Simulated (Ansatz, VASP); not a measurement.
**One calculation of ZnHgO2, two programs**

INCAR

```
ALGO     = Normal         # electronic algorithm
EDIFF    = 1E-6           # SCF threshold, eV
ENCUT    = 520            # plane-wave cutoff, eV
GGA      = PE             # functional
ISIF     = 2              # what is computed and relaxed
ISMEAR   = 1              # smearing method
LASPH    = T              # aspherical terms in the spheres
LCHARG   = T              # write CHGCAR
LELF     = T              # ELF
LREAL    = F              # projectors in reciprocal space
LVHAR    = T            
LWAVE    = F              # write WAVECAR
NBANDS   = 26             # bands
NELM     = 60             # most SCF steps
PREC     = Accurate       # precision mode
SIGMA    = 0.5            # smearing width, eV
```

The input KPOINTS:

```
k-points
0
Gamma
  6 6 4
```

File POSCAR:

```
ZnHgO2
1.0
    3.3263897665      0.0000000000      0.0000000000
    0.0000000000      3.3263897665      0.0000000000
    0.0000000000      0.0000000000      5.1930705942
Zn O Hg
1 2 1
Direct
    0.0000000000      0.0000000000      0.0000000000
    0.0000000000      0.5000000000      0.2034319220
    0.5000000000      0.0000000000      0.7965680780
    0.5000000000      0.5000000000      0.5000000000
```

Input for Ansatz:

```yaml
crystal:
  lattice:
    - [3.3263897665, 0.0, 0.0]
    - [0.0, 3.3263897665, 0.0]
    - [0.0, 0.0, 5.1930705942]
  atoms:
    - { symbol: Zn, position: [0.0, 0.0, 0.0] }
    - { symbol: O, position: [0.0, 0.5, 0.203431922] }
    - { symbol: Hg, position: [0.5, 0.5, 0.5] }
    - { symbol: O, position: [0.5, 0.0, 0.796568078] }
kpoints:
  mp_grid: { grid: [6, 6, 4] }
hamiltonian:
  xc: pbe
scf:
  occupations: { method: methfessel_paxton, width: 0.5 }
  n_extra_bands: 5
output:
  forces: true
  stress: true
  eigenvalues: true
```

Alike in both runs: task single point; functional PBE; k mesh 6 × 6 × 4; occupations methfessel-paxton of order 1, width 0.5 eV; no spin polarisation.

|  | VASP | Ansatz |
| --- | --- | --- |
| version | VASP 6.6.1 | Ansatz 0.2.0 |
| potentials or method | VASP PAW PBE potentials, release 64 (Zn, O, Hg) | plane waves |
| plane-wave cutoff (eV) | 520 | 420 |
| valence electrons in the cell | 36 | 44 |

|  | VASP | Ansatz | Ansatz less VASP |
| --- | --- | --- | --- |
| pressure (GPa) | 5.9 | 4.8 | -1.06 |
| largest component of the traceless stress (GPa) | 0.35 | 0.23 | -0.127 |
| rms of the force components (eV/Å) | 0.002 | 0.014 | +0.0119 |

The functional is the same, so the differences come from potentials, cutoffs and numerics. The two sets of potentials don't hold the same shells in valence.

The runs have no spin-orbit coupling, so splittings on Hg are missing.
